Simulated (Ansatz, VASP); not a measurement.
## LiCuAuO2 in VASP and in Ansatz

```
Au Cu O Li
1.0
     2.89079   -1.68837    0.00000
     2.89079    1.68837    0.00000
    -2.07775    0.00000    7.43050
Au Cu O Li
1 1 2 1
Direct
  0.98375 0.98375 0.94830
  0.53811 0.53811 0.63867
  0.87808 0.87808 0.65117
  0.08049 0.08049 0.22148
  0.42581 0.42581 0.24872
```

Change from the starting cell: volume scaled by 1.06.

Alike in both runs: task single point; functional PBE; k mesh 9 × 9 × 4; occupations fermi-dirac, width 0.05 eV; no spin polarisation.

|  | VASP | Ansatz |
| --- | --- | --- |
| version | VASP 6.6.1 | Ansatz 0.2.0 |
| potentials or method | VASP PAW PBE potentials, release 64 (Au, Cu, O, Li_sv) | Ansatz PAW |
| plane-wave cutoff (eV) | 520 | 420 |
| valence electrons in the cell | 37 | 53 |

Ansatz gave:

```
gap on the k mesh at the Fermi level (eV) : none
rms of the force components (eV/Å)        : 0.260
```

Question: Estimate VASP's values.

Answer: gap on the k mesh at the Fermi level (eV): none; rms of the force components (eV/Å): 0.248.

Atom by atom the forces differ by 0.021 eV/Å (rms over components). A gap of «none» marks a metal or a gap that the smearing closes. The functional is the same, so the differences come from potentials, cutoffs and numerics. The two sets of potentials don't hold the same shells in valence.

Caveats: an odd number of electrons without spin polarisation forces a metal; a magnetic or distorted state may lie lower; the run has no spin polarisation, though such a crystal can be magnetic; semilocal functionals often make such compounds metallic where correlation or magnetic order opens a gap, which also shifts bond lengths. Spin-orbit coupling is left out, which matters for the levels of Au.
